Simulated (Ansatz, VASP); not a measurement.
**Zr2MoCSeS2O (Zr2COS MXene under 2H-MoSSe, AB) in two plane-wave programs**

Wanted: the spread between two codes on one cell, functional and k mesh. Of the first pair: The structure shown is the start of the Ansatz relaxation below; VASP solves that cell, so the two are compared at the walk's first step.

Method: plane waves, with VASP 6.6.1 beside it; single point at PBE with D3(BJ), in Ansatz 0.2.0.

**1. The structure**

The cell holds 8 atoms: 2 S, 2 Zr, 1 C, 1 O, 1 Se and 1 Mo. Its edges and angles: a = 3.269 Å, b = 3.269 Å, c = 54.980 Å, α = 90.0°, β = 90.0°, γ = 120.0°. Vacuum lies along c.

Structure file:

```cif
data_structure
_symmetry_space_group_name_H-M 'P 1'
_symmetry_Int_Tables_number 1
_cell_length_a 3.2695
_cell_length_b 3.2695
_cell_length_c 54.9797
_cell_angle_alpha 90.000
_cell_angle_beta 90.000
_cell_angle_gamma 120.000
_cell_volume 508.97
loop_
_atom_site_label
_atom_site_type_symbol
_atom_site_fract_x
_atom_site_fract_y
_atom_site_fract_z
_atom_site_occupancy
S1 S 0.33333 0.66667 0.39105 1
S2 S 0.66667 0.33333 0.60895 1
Zr3 Zr 0.66667 0.33333 0.42402 1
Zr4 Zr 0.33333 0.66667 0.47123 1
C5 C 0.00000 0.00000 0.44762 1
O6 O 0.66667 0.33333 0.49267 1
Se7 Se 0.66667 0.33333 0.54723 1
Mo8 Mo 0.33333 0.66667 0.58012 1
```

**2. Ansatz: relaxation, PBE with D3(BJ)**

Ansatz runs on its default PAW (the set named soft_2) files.

The two programs are compared at the cell with which this relaxation starts, whose forces are those of its first step.

Input file input.yaml:

```yaml
crystal:
  lattice:
    - [3.2695, 0.0, 0.0]
    - [-1.63475, 2.8314700577, 0.0]
    - [0.0, 0.0, 54.9796940427]
  atoms:
    - { symbol: S, position: [0.3333333333, 0.6666666667, 0.3910534675] }
    - { symbol: Zr, position: [0.6666666667, 0.3333333333, 0.4240183198] }
    - { symbol: C, position: [0.0, 0.0, 0.4476225213] }
    - { symbol: Zr, position: [0.3333333333, 0.6666666667, 0.4712267227] }
    - { symbol: O, position: [0.6666666667, 0.3333333333, 0.4926659403] }
    - { symbol: Se, position: [0.6666666667, 0.3333333333, 0.5472315405] }
    - { symbol: Mo, position: [0.3333333333, 0.6666666667, 0.5801241474] }
    - { symbol: S, position: [0.6666666667, 0.3333333333, 0.6089465325] }
  periodic: [true, true, false]
kpoints:
  mp_grid: { grid: [12, 12, 1] }
hamiltonian:
  xc: pbe
  dispersion: d3bj
scf:
  occupations: { method: fermi_dirac, width: 0.05 }
  convergence: { dr2_threshold: 1.0e-09 }
relax:
  f_tol: 0.004
  max_steps: 90
  cell: {}
output:
  write_potential: true
  write_density: true
  volumetric_format: npy
```

On the command line:

```
$ ansatz run input.yaml --threads 4 --pin off --max-ram 6144MiB --backend cpu --events-out ev --progress --plain --runs-dir out
```

Numbers of over 12 decimals in the logs are rounded to 6 here.

What it wrote:

```text
Warning: relax.cell: scf.convergence.dr2_threshold = 1e-9 eV is looser than the 1.65594802411e-10 eV advised for a relaxation that steers and ends on the stress (1e-10 eV for each atom of the cell: 8, times the square of relax.cell.stress_2d_tol = 0.05 N/m over 22.0 Å (the atoms' height at the walk's start and 5 Å past either face), 2.275e-2 GPa, over a crystal's default 0.05). What an SCF threshold leaves in a stress goes as its square root, and in the free energy as the threshold itself, and one threshold admits the most on a small cell: [figures from the program's tests cut] Set scf.convergence.dr2_threshold to 1.65594802411e-10 eV or tighter. [rest of the remark cut]
Engine: ansatz 0.2.0, aarch64-unknown-linux-gnu
Pseudopotentials: kind: paw
Pseudopotential: S, paw, valence charge 6, recommended cutoff 420 eV (normal), S.paw.azcp
Pseudopotential: Zr, paw, valence charge 12, recommended cutoff 420 eV (normal), Zr.paw.azcp
Pseudopotential: C, paw, valence charge 4, recommended cutoff 420 eV (normal), C.paw.azcp
Pseudopotential: O, paw, valence charge 6, recommended cutoff 420 eV (normal), O.paw.azcp
Pseudopotential: Se, paw, valence charge 16, recommended cutoff 420 eV (normal), Se.paw.azcp
Pseudopotential: Mo, paw, valence charge 14, recommended cutoff 420 eV (normal), Mo.paw.azcp
Functional definition: PBE
  parameter kappa = 0.804
  parameter beta = 0.066725
  exchange = pbe_x(kappa = kappa, mu = beta*pi^2/3)
  correlation = pbe_c(beta = beta)
Crystal: 8 atoms, lattice volume = 508.974 Å³
Basis set: ecut = 420 eV, 10143 PW (Γ), exchange–correlation on 48×48×750 points (8 copies of the dense FFT grid, shifted against one another)
Bands: 46, of which v1, the nominal top of the filled ones, is band 38 counted from 1 (37 counted from 0)
Symmetry: 6 space group operations
Space group: P3m1 (ITA 156), of the structure as read, at distance tolerance 8.0e-5 Å
k-points: 19 of 144 (time reversal used)
Non-local potential: S, projectors of the file, l = 0: 2, l = 1: 2, l = 2: 2
Non-local potential: Zr, projectors of the file, l = 0: 3, l = 1: 2, l = 2: 2, l = 3: 2
Non-local potential: C, projectors of the file, l = 0: 2, l = 1: 2, l = 2: 1
Non-local potential: O, projectors of the file, l = 0: 2, l = 1: 2, l = 2: 1
Non-local potential: Se, projectors of the file, l = 0: 2, l = 1: 2, l = 2: 3, l = 3: 1
Non-local potential: Mo, projectors of the file, l = 0: 3, l = 1: 2, l = 2: 2, l = 3: 1
PAW form: soft (Blöchl's): semilocal exchange-correlation on the pseudo side does not see the compensation charge
PAW one-centre angular grid: S, 110 points (default); XC on 64 Gauss nodes
PAW one-centre angular grid: Zr, 590 points (default); XC on 64 Gauss nodes
PAW one-centre angular grid: C, 110 points (default); XC on 64 Gauss nodes
PAW one-centre angular grid: O, 110 points (default); XC on 64 Gauss nodes
PAW one-centre angular grid: Se, 590 points (default); XC on 64 Gauss nodes
PAW one-centre angular grid: Mo, 590 points (default); XC on 64 Gauss nodes
Initial density: superposition of atomic densities (neutral atoms: chi_scale 0, normalization atom), corrected by the library's trained network
Initial wavefunctions: pseudopotential atomic-orbital guess
Functional: x = pbe(κ = 0.804, μ = 0.219515), c = pbe(β = 0.066725)
SCF iter   1: F=—  HF=-21425.286884 eV  |F-HF|=—  |Δ(HF+E_count)|=         —  Δρ=2.69e-3  dr2=7.21e-1  ethr=1.77e-3  ⟨swp⟩=13.2  Hψ=5602  notcnv=0  defer=3
preconditioner: auto → LDOS  [metal: Δε(μ)=0.025 eV  Ē_g=7.668 eV  σ=0.050 eV  W_gap=0.12  n_scr=34 (ndim 8)  ℏωp=10.7 eV  f_vac=0.717  D(μ)=1.47/eV (n_scr^D=12)  β→1.0]
SCF iter   2: F=—  HF=-21437.671590 eV  |F-HF|=—  |Δ(HF+E_count)|=    1.24e1  Δρ=5.65e-2  dr2=1.54e3  ethr=9.49e-4  ⟨swp⟩=5.4  Hψ=2180  notcnv=0  defer=22  recentre
SCF iter   3: F=—  HF=-21425.279290 eV  |F-HF|=—  |Δ(HF+E_count)|=    1.24e1  Δρ=2.01e-3  dr2=6.25e-1  ethr=9.49e-4  ⟨swp⟩=3.9  Hψ=1938  notcnv=0  defer=3
SCF iter   4: F=—  HF=-21425.281153 eV  |F-HF|=—  |Δ(HF+E_count)|=   1.86e-3  Δρ=1.96e-3  dr2=8.31e-1  ethr=8.22e-4  ⟨swp⟩=2.1  Hψ=1165  notcnv=0  defer=6
SCF iter   5: F=—  HF=-21425.258955 eV  |F-HF|=—  |Δ(HF+E_count)|=   2.22e-2  Δρ=1.05e-3  dr2=4.92e-1  ethr=8.22e-4  ⟨swp⟩=2.0  Hψ=1142  notcnv=0  defer=4
SCF iter   6: F=—  HF=-21425.248829 eV  |F-HF|=—  |Δ(HF+E_count)|=   1.01e-2  Δρ=9.37e-4  dr2=4.27e-1  ethr=6.48e-4  ⟨swp⟩=1.1  Hψ=877  notcnv=0  defer=3
[...]
preconditioner: auto → LDOS  [metal: Δε(μ)=0.025 eV  Ē_g=7.969 eV  σ=0.050 eV  W_gap=0.13  n_scr=34 (ndim 8)  ℏωp=10.5 eV  f_vac=0.722  D(μ)=1.07/eV (n_scr^D=10)  β→1.0]
SCF iter   2: F=—  HF=-21425.908460 eV  |F-HF|=—  |Δ(HF+E_count)|=   3.56e-4  Δρ=1.28e-6  dr2=1.44e-8  ethr=4.81e-12  ⟨swp⟩=7.2  Hψ=4106  notcnv=0
SCF iter   3: F=—  HF=-21425.908460 eV  |F-HF|=—  |Δ(HF+E_count)|=   5.42e-9  Δρ=8.90e-7  dr2=1.59e-8  ethr=4.81e-12  ⟨swp⟩=3.6  Hψ=1534  notcnv=0
SCF iter   4: F=—  HF=-21425.908460 eV  |F-HF|=—  |Δ(HF+E_count)|=   1.42e-9  Δρ=5.18e-7  dr2=1.08e-9  ethr=4.81e-12  ⟨swp⟩=2.6  Hψ=1317  notcnv=0
SCF iter   5: F=—  HF=-21425.908460 eV  |F-HF|=—  |Δ(HF+E_count)|=  9.46e-10  Δρ=3.86e-7  dr2=1.17e-9  ethr=1.32e-12  ⟨swp⟩=16.5  Hψ=7293  notcnv=0
SCF iter   6: F=-21425.908460 eV  HF=-21425.908460 eV  |F-HF|=7.60e-10  |Δ(HF+E_count)|=  9.09e-11  Δρ=2.22e-7  dr2=3.48e-10  ethr=1.32e-12  ⟨swp⟩=8.9  Hψ=6000  notcnv=0
SCF 12 converged in 6 iterations: F = -21425.908460 eV  dr2 = 3.48e-10
relax step  12: F+E_penalty+E_count = -21425.90846035 eV  Δ(F+E_penalty+E_count) = -2.862e-5 eV  max|allowed force component| = 2.538e-3 eV/Å  Δτ_max = 0.0000 Å  P = -0.003 N/m  Ω = 521.506 Å³  fix = [c, alpha, beta]  reactions: c -0.000 N/m  stress off target by 3.31e-3 N/m on what of the cell is left free  SCF on the basis re-selected at this cell (its energy is not comparable with the rows above)  (6 SCF iters)
basis re-selected at this cell: Δ(F+E_penalty+E_count) = -2.862e-5 eV, ΔP = +0.000 N/m vs the last step (what re-selecting the basis moved, of the pressure what is left beyond the Pulay correction that the steps carried, after the strain that the cell walked since its last selection, with what the two solves' SCF thresholds leave and, on support functions, any second-order correction that the steps lacked; it is no m [...]
WARN: The input density's exchange-correlation potential varies sharply where the density is thin. Do not read a vacuum level from v_tot or v_xc, or from such a field of the output density. On a cell that repeats whose density bears no net charge and no dipole along the vacuum's axis use v_es (v_loc + v_h of the components); under efield.dipole_correction with no amplitude use v_es + v_field, which holds any external [...]
SCF converged after 6 iterations
Free energy (F): -21425.908460 eV
Harris-Foulkes:  -21425.908460 eV  (|F-HF|=7.60e-10)
Internal energy: -21425.900387 eV  (E = F + TS)
E sigma→0 (E₀):  -21425.904424 eV
Entropy (-TS):   -0.008073 eV (-1.009 meV/atom)
Fermi energy:    -5.935082 eV
--- Per-component energies (eV) ---
  E_band       = -2011.658461
  E_kinetic    = 1707.983261
  E_local      = -522366.237480  (includes V_loc(G=0)·N_el)
  E_nonlocal   = -166.639512
  E_hartree    = 259995.576341
  E_xc         = -931.219583
  E_vxc        = -1043.003396  (∫ρ·V_xc dr)
  E_paw        = -12476.172143  (= ΣΔE_a)
  E_vpaw       = -134.913446  (= ΣTr[D̂ρ^β])
  E_aug_tail   = 0.001946  (compensation charges beyond the density's cutoff)
  E_ewald      = 252813.348289
  E_disp       = -2.541507  (pairwise vdW)
  E_smearing   = -0.008073  (= −TS)
  E_closure    = -0.000000  (closes the sum)
  Σ components = -21425.908460   (vs F -21425.908460, Δ=0.00e0)
--- Forces (eV/Å), atoms counted from 1 ---
  atom   1  S      0.00000000    -0.00000000     0.00035194
  atom   2  Zr     0.00000000     0.00000000     0.00038834
  atom   3  C      0.00000000    -0.00000000     0.00109897
  atom   4  Zr    -0.00000000     0.00000000    -0.00118392
  atom   5  O      0.00000000     0.00000000    -0.00061860
  atom   6  Se     0.00000000     0.00000000    -0.00113585
  atom   7  Mo     0.00000000     0.00000000     0.00253810
  atom   8  S      0.00000000     0.00000000    -0.00143655
  max |Σ_I F_I| component: 2.43e-6 eV/Å
--- 2D stress c σ (N/m, compression-positive) ---
       -0.003314      -0.000000      -0.000000
       -0.000000      -0.003314       0.000000
       -0.000000       0.000000      -0.000000
  P = ½ c Tr σ = -0.0033 N/m
--- Band table (eV; the first three rows and the last of 19) ---
  k-point 0: bands = [... 34 lower, -7.0686, -6.0895, -5.5872, -5.5872, -4.4918, -4.4918, -4.4344, -3.6226, ... 4 higher]
  k-point 1: bands = [... 34 lower, -6.9267, -6.2281, -6.1492, -5.9177, -4.6804, -4.1488, -3.9922, -3.7989, ... 4 higher]
  k-point 2: bands = [... 34 lower, -7.3063, -6.6885, -6.4172, -6.3561, -5.0737, -4.1771, -3.8068, -3.7407, ... 4 higher]
  k-point 18: bands = [... 34 lower, -8.2512, -8.1308, -8.0475, -6.3535, -4.9712, -3.9230, -3.3728, -3.3721, ... 4 higher]
  the weakly bound empty levels are not read free of the cell's end (no_gap_told)
--- Relaxed structure (10 steps of the walk, 10 accepted, 2 SCFs on fresh bases) ---
  F+E_penalty+E_count = -21425.90846035 eV   max|allowed force component| = 2.538e-3 eV/Å   (the final SCF, on the basis selected at the relaxed cell)
  cell:  # Å, volume = 521.5060 Å³
    - [3.309506, 0, 0]
    - [-1.654753, 2.866116, 0]
    - [0, 0, 54.9796940427]
  atoms:
    - { symbol: S, position: [0.333333, 0.666667, 0.393180] }
    - { symbol: Zr, position: [0.666667, 0.333333, 0.422969] }
    - { symbol: C, position: [-2.5442610981529296e-17, -2.0816681711714632e-17, 0.447252] }
    - { symbol: Zr, position: [0.333333, 0.666667, 0.472828] }
    - { symbol: O, position: [0.666667, 0.333333, 0.489483] }
    - { symbol: Se, position: [0.666667, 0.333333, 0.549618] }
    - { symbol: Mo, position: [0.333333, 0.666667, 0.580106] }
    - { symbol: S, position: [0.666667, 0.333333, 0.607452] }
```

[end of part 1 of 2]

[Lines on the potential files, build, host, timing and source positions are cut from VASP's logs without a mark.]

[Logs are printed without paths, hosts, clocks, repeated set-up lines and the standing remarks that a program may print on its own settings, such as how far it seeks lower states.]

[Hosts, paths, dates, database ids (printed as entryN), source tags and the programs' standing remarks are cut or masked in the printed files.]
